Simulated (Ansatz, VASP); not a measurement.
# Cs3Bi2Br9 in two plane-wave programs

Wanted: the spread between two codes on one cell, functional and k mesh. The cell is taken from a series of runs on this material, whose earlier steps may have relaxed, scaled, displaced or heated it; both programs get it as it stands.

Method: plane waves, with VASP 6.6.1 beside it; relaxation of cell and atoms at PBEsol, in Ansatz 0.2.0.

## Step 1: Starting point

The structure is trigonal, space group P-3m1 (No. 164). The conventional cell has a = 7.911 Å, b = 7.911 Å, c = 9.806 Å, α = 90.00°, β = 90.00°, γ = 120.00°. Nearest to Cs lie 12 Br at 3.90 to 4.04 Å. Nearest to Cs lie 12 Br at 3.96 to 4.02 Å. Bi has 6 Br at 2.73 to 2.95 Å nearest. Nearest to Br lie 2 Bi at 2.95 Å and 4 Cs at 3.96 to 4.04 Å. Br has 1 Bi at 2.73 Å and 4 Cs at 3.90 to 4.02 Å nearest. Farther neighbours and most contacts between anions are not listed.

Structure file:

```
Cs Bi Br
1.0
     7.91137    0.00000    0.00000
    -3.95568    6.85145    0.00000
     0.00000    0.00000    9.80573
Cs Bi Br
3 2 9
Direct
  0.66667 0.33333 0.66024
  0.33333 0.66667 0.33976
  0.00000 0.00000 0.00000
  0.66667 0.33333 0.19055
  0.33333 0.66667 0.80945
  0.50000 0.50000 0.00000
  0.50000 0.00000 0.00000
  0.00000 0.50000 0.00000
  0.32965 0.16483 0.33952
  0.83517 0.16483 0.33952
  0.83517 0.67035 0.33952
  0.16483 0.32965 0.66048
  0.16483 0.83517 0.66048
  0.67035 0.83517 0.66048
```

## Step 2: VASP: relaxation of cell and atoms, PBEsol

The relaxed volume is the usual yardstick between codes: in a stiff, nearly cubic crystal its relative difference is about their pressure difference at one cell divided by the bulk modulus.

Lines of VASP's logs that name or quote its potential files are left out, and so is its time.

INCAR

```
SYSTEM = Cs3Bi2Br9
PREC = Accurate
ENCUT = 500
EDIFF = 1E-07
NELM = 120
ISMEAR = 0
SIGMA = 0.01
LREAL = .FALSE.
ALGO = Normal
GGA = PS
NBANDS = 74
LORBIT = 11
LWAVE = .FALSE.
LCHARG = .FALSE.
ISIF = 3
IBRION = 2
NSW = 80
EDIFFG = -0.005
LASPH = .TRUE.
GGA_COMPAT = .FALSE.
NELMIN = 4
EFERMI = MIDGAP
KPAR = 4
```

POSCAR

```
Cs3Bi2Br9
1.0
    7.9113700000      0.0000000000      0.0000000000
   -3.9556850000      6.8514470000      0.0000000000
    0.0000000000      0.0000000000      9.8057310000
Cs Bi Br
3 2 9
Direct
    0.6666666910      0.3333333820      0.6602355296
    0.3333333820      0.6666667640      0.3397644704
    0.0000000000      0.0000000000      0.0000000000
    0.6666666910      0.3333333820      0.1905455085
    0.3333333820      0.6666667640      0.8094544915
    0.5000000997      0.5000000730      0.0000000000
    0.5000000000      0.0000000000      0.0000000000
    0.9999999733      0.5000000730      0.0000000000
    0.3296535052      0.1648267877      0.3395150244
    0.8351732825      0.1648267877      0.3395150244
    0.8351732853      0.6703465706      0.3395150244
    0.1648267877      0.3296535754      0.6604848736
    0.1648267905      0.8351733583      0.6604848736
    0.6703465678      0.8351733583      0.6604848736
```

KPOINTS

```
Automatic mesh
0
Gamma
6 6 4
0 0 0
```

Potentials, in the order of the species: Cs_sv, Bi_d and Br (PBE family, release 64).

Launch:

```bash
mpirun -np 4 vasp_std
```

Numbers of over 12 decimals in the logs are rounded to 6 here.

Log:

```text
[banner, memory and clock lines left out]
running    4 mpi-ranks, on    1 nodes
 distrk:  each k-point on    1 cores,    4 groups
 distr:  one band on    1 cores,    1 groups

 POSCAR found type information on POSCAR CsBiBr
 POSCAR found :  3 types and      14 ions
|                                                                             |
|               ----> ADVICE to this user running VASP <----                  |
|                                                                             |
|     You enforced a specific xc type in the INCAR file but a different       |
|     [... a line on the potential file left out ...]
|     I HOPE YOU KNOW WHAT YOU ARE DOING!                                     |
|                                                                             |

 LDA part: xc-table for (Slater+PW92), standard interpolation
 POSCAR, INCAR and KPOINTS ok, starting setup
 FFT: planning ... GRIDC
 FFT: planning ... GRID_SOFT
 FFT: planning ... GRID
 WAVECAR not read
 entering main loop
       N       E                     dE             d eps       ncg     rms          rms(c)
DAV:   1     0.105231357250E+04    0.10523E+04   -0.50643E+04  3632   0.140E+03
DAV:   2     0.875210372701E+02   -0.96479E+03   -0.93590E+03  4390   0.304E+02
DAV:   3    -0.421196123074E+02   -0.12964E+03   -0.12884E+03  4208   0.135E+02
DAV:   4    -0.471616824499E+02   -0.50421E+01   -0.50209E+01  4296   0.330E+01
DAV:   5    -0.473492479279E+02   -0.18757E+00   -0.18744E+00  4800   0.570E+00    0.826E+00
DAV:   6    -0.456198495679E+02    0.17294E+01   -0.25660E+00  4920   0.690E+00    0.553E+00
DAV:   7    -0.455087733339E+02    0.11108E+00   -0.12018E+00  4544   0.320E+00    0.198E+00
DAV:   8    -0.455078342612E+02    0.93907E-03   -0.13134E-01  4506   0.161E+00    0.602E-01
DAV:   9    -0.455099710037E+02   -0.21367E-02   -0.18712E-02  4496   0.549E-01    0.174E-01
DAV:  10    -0.455107611874E+02   -0.79018E-03   -0.17550E-03  4498   0.154E-01    0.945E-02
DAV:  11    -0.455111734004E+02   -0.41221E-03   -0.62832E-04  4760   0.857E-02    0.272E-02
DAV:  12    -0.455111845776E+02   -0.11177E-04   -0.12902E-04  4438   0.457E-02    0.212E-02
DAV:  13    -0.455111947710E+02   -0.10193E-04   -0.46524E-05  4184   0.237E-02    0.781E-03
DAV:  14    -0.455111951860E+02   -0.41495E-06   -0.48211E-06  4056   0.101E-02    0.370E-03
DAV:  15    -0.455111959621E+02   -0.77607E-06   -0.30617E-06  4136   0.516E-03    0.165E-03
DAV:  16    -0.455111961117E+02   -0.14963E-06   -0.41497E-07  4000   0.217E-03    0.826E-04
DAV:  17    -0.455111961369E+02   -0.25235E-07   -0.37252E-08  2664   0.913E-04
   1 F= -.45511196E+02 E0= -.45511196E+02  d E =-.455112E+02
 curvature:   0.00 expect dE= 0.000E+00 dE for cont linesearch  0.000E+00
 trial: gam= 0.00000 g(F)=  0.551E-04 g(S)=  0.679E-04 ort = 0.000E+00 (trialstep = 0.100E+01)
 search vector abs. value=  0.123E-03
 bond charge predicted
       N       E                     dE             d eps       ncg     rms          rms(c)
DAV:   1    -0.455117751965E+02   -0.57908E-03   -0.22907E-02  4820   0.660E-01    0.130E-01
DAV:   2    -0.455113564610E+02    0.41874E-03   -0.12743E-03  4590   0.157E-01    0.528E-02
DAV:   3    -0.455112589274E+02    0.97534E-04   -0.35999E-04  4776   0.839E-02    0.168E-02
DAV:   4    -0.455112529055E+02    0.60219E-05   -0.16820E-05  5032   0.189E-02    0.120E-02
DAV:   5    -0.455112493701E+02    0.35354E-05   -0.42484E-06  4752   0.947E-03    0.474E-03
DAV:   6    -0.455112485722E+02    0.79793E-06   -0.25066E-07  3376   0.281E-03    0.154E-03
DAV:   7    -0.455112483543E+02    0.21793E-06   -0.10894E-07  2536   0.130E-03    0.316E-04
DAV:   8    -0.455112484066E+02   -0.52300E-07   -0.31120E-08  2326   0.837E-04
   2 F= -.45511248E+02 E0= -.45511248E+02  d E =-.522696E-04
 trial-energy change:   -0.000052  1 .order   -0.000051   -0.000123    0.000022
 step:   0.8577(harm=  0.8489)  dis= 0.00059  next Energy=   -45.511250 (dE=-0.538E-04)
 reached required accuracy - stopping structural energy minimisation
```

Parts of OUTCAR (step 2):

```text
ion  position               nearest neighbor table
   1  0.667  0.333  0.660-
   2  0.333  0.667  0.340-
   3  0.000  0.000  0.000-
   4  0.667  0.333  0.191-  11 2.73  10 2.73   9 2.73   8 2.95   6 2.95   7 2.95
   5  0.333  0.667  0.809-  12 2.73  13 2.73  14 2.73   7 2.95   8 2.95   6 2.95
   6  0.500  0.500  0.000-   4 2.95   5 2.95
   7  0.500  0.000  0.000-   5 2.95   4 2.95
   8  1.000  0.500  0.000-   4 2.95   5 2.95
   9  0.330  0.165  0.340-   4 2.73
  10  0.835  0.165  0.340-   4 2.73
  11  0.835  0.670  0.340-   4 2.73
  12  0.165  0.330  0.660-   5 2.73
  13  0.165  0.835  0.660-   5 2.73
  14  0.670  0.835  0.660-   5 2.73

  LATTYP: Found a hexagonal cell.
 ALAT       =     7.9113700000
 C/A-ratio  =     1.2394479085

 Subroutine GETGRP returns: Found 12 space group operations
 (whereof 12 operations were pure point group operations)

The static configuration has the point symmetry D_3d.

 Found     24 irreducible k-points:

   k-points           NKPTS =     24   k-points in BZ     NKDIM =     24   number of bands    NBANDS=     74

   dimension x,y,z NGX =    60 NGY =   60 NGZ =   72
   dimension x,y,z NGXF=   120 NGYF=  120 NGZF=  144

   ENCUT  =  500.0 eV  36.75 Ry    6.06 a.u.  14.42 14.42 17.88*2*pi/ulx,y,z

   NELECT =     120.0000    total number of electrons

 k-points in reciprocal lattice and weights: Automatic mesh
   0.00000000  0.00000000  0.00000000       0.007
   0.16666667 -0.00000000  0.00000000       0.042
   0.33333333 -0.00000000  0.00000000       0.042
   0.50000000 -0.00000000  0.00000000       0.021
   0.16666667  0.16666667  0.00000000       0.042
   0.33333333  0.16666667  0.00000000       0.083
   0.33333333  0.33333333  0.00000000       0.014
   0.00000000  0.00000000  0.25000000       0.014
   0.16666667 -0.00000000  0.25000000       0.042
[...]
0.33333333  0.16666667  0.50000000       0.083
   0.33333333  0.33333333  0.50000000       0.014

 average (electrostatic) potential at core
       1 -49.1700       2 -49.1700       3 -49.2536       4-109.8657       5-109.8657
       6 -63.9820       7 -63.9820       8 -63.9820       9 -63.8811      10 -63.8811
      11 -63.8811      12 -63.8811      13 -63.8811      14 -63.8811

 E-fermi :   1.5279

 k-point     1 :       0.0000    0.0000    0.0000
  band No.  band energies     occupation
    ...
     56      -0.3633      2.00000
     57      -0.3387      2.00000
     58      -0.3387      2.00000
     59      -0.2618      2.00000
     60       0.3146      2.00000
     61       2.7191      0.00000
     62       3.5004      0.00000
     63       3.5004      0.00000
     64       4.5643      0.00000
     65       4.6654      0.00000
    ...

 k-point     2 :       0.1667   -0.0000    0.0000
  band No.  band energies     occupation
    ...
     56      -0.4338      2.00000
     57      -0.4303      2.00000
     58      -0.3256      2.00000
     59      -0.2429      2.00000
     60       0.3368      2.00000
     61       2.9692      0.00000
     62       3.4191      0.00000
     63       3.4839      0.00000
     64       4.5848      0.00000
     65       4.8117      0.00000
    ...

 k-point     3 :       0.3333   -0.0000    0.0000
  band No.  band energies     occupation
    ...
     56      -0.5131      2.00000
     57      -0.4556      2.00000
     58      -0.4303      2.00000
     59      -0.1890      2.00000
     60       0.2463      2.00000
     61       3.2582      0.00000
     62       3.4554      0.00000
     63       3.5272      0.00000
     64       4.5219      0.00000
     65       5.0296      0.00000
    ...

  Total       -0.0277994     -0.0277994     -0.0003787      0.0000000      0.0000000      0.0000000
  in kB       -0.0837285     -0.0837285     -0.0011407      0.0000000      0.0000000      0.0000000
  external PRESSURE =      -0.0561993 kB  Pullay stress =       0.0000000 kB

  energy-cutoff  :      500.00
  volume of cell :      531.95
      direct lattice vectors                 reciprocal lattice vectors
     7.913304490  0.000000000  0.000000000     0.126369458  0.072959445  0.000000000
    -3.956652245  6.853122317  0.000000000     0.000000000  0.145918890  0.000000000
     0.000000000  0.000000000  9.809048097     0.000000000  0.000000000  0.101946691

 POSITION                                       TOTAL-FORCE (eV/Angst)
 -----------------------------------------------------------------------------------
      3.95665      2.28437      6.47631         0.000000      0.000000     -0.000461
      0.00000      4.56875      3.33274        -0.000000      0.000000      0.000461
      0.00000      0.00000      0.00000         0.000000      0.000000      0.000000
      3.95665      2.28437      1.86838         0.000000      0.000000      0.002534
      0.00000      4.56875      7.94067        -0.000000      0.000000     -0.002534
      1.97833      3.42656      0.00000         0.000000      0.000000      0.000000
      3.95665      0.00000      0.00000         0.000000      0.000000      0.000000
      5.93498      3.42656      0.00000        -0.000000      0.000000      0.000000
      1.95615      1.12938      3.33068         0.001818      0.001050      0.000137
      5.95716      1.12938      3.33068        -0.001818      0.001050      0.000137
      3.95665      4.59436      3.33068         0.000000     -0.002099      0.000137
      0.00000      2.25876      6.47837        -0.000000      0.002099     -0.000137
     -2.00051      5.72374      6.47837         0.001818     -0.001050     -0.000137
      2.00051      5.72374      6.47837        -0.001818     -0.001050     -0.000137
 -----------------------------------------------------------------------------------
    total drift:                               -0.000000     -0.004441      0.002046

  FREE ENERGIE OF THE ION-ELECTRON SYSTEM (eV)
  ---------------------------------------------------
  free  energy   TOTEN  =       -45.5112484066 eV

  energy  without entropy=      -45.5112484066  energy(sigma->0) =      -45.51124841

 reached required accuracy - stopping structural energy minimisation

 total charge
# of ion       s       p       d       tot
------------------------------------------
    1        1.842   4.695   0.018   6.556
    2        1.842   4.695   0.018   6.556
    3        1.842   4.696   0.017   6.555
    4        1.636   0.973   9.986  12.595
    5        1.636   0.973   9.986  12.595
    6        1.605   3.234   0.010   4.849
    7        1.605   3.234   0.010   4.849
    8        1.605   3.234   0.010   4.849
    9        1.609   3.213   0.010   4.832
   10        1.609   3.213   0.010   4.832
   11        1.609   3.213   0.010   4.832
   12        1.609   3.213   0.010   4.832
   13        1.609   3.213   0.010   4.832
   14        1.609   3.213   0.010   4.832
--------------------------------------------------
tot         23.264  45.014  20.116  88.394

[... 3 further parts left out ...]
```

The run keeps the 12 symmetry operations of its start, so it cannot find a distortion of lower symmetry.

(Continued in part 2 of 2.)

[Lines on the potential files, build, host, timing and source positions are cut from VASP's logs without a mark.]

[Logs are printed without paths, hosts, clocks, repeated set-up lines and the standing remarks that a program may print on its own settings, such as how far it seeks lower states.]

[Hosts, paths, dates, database ids (printed as entryN), source tags and the programs' standing remarks are cut or masked in the printed files.]
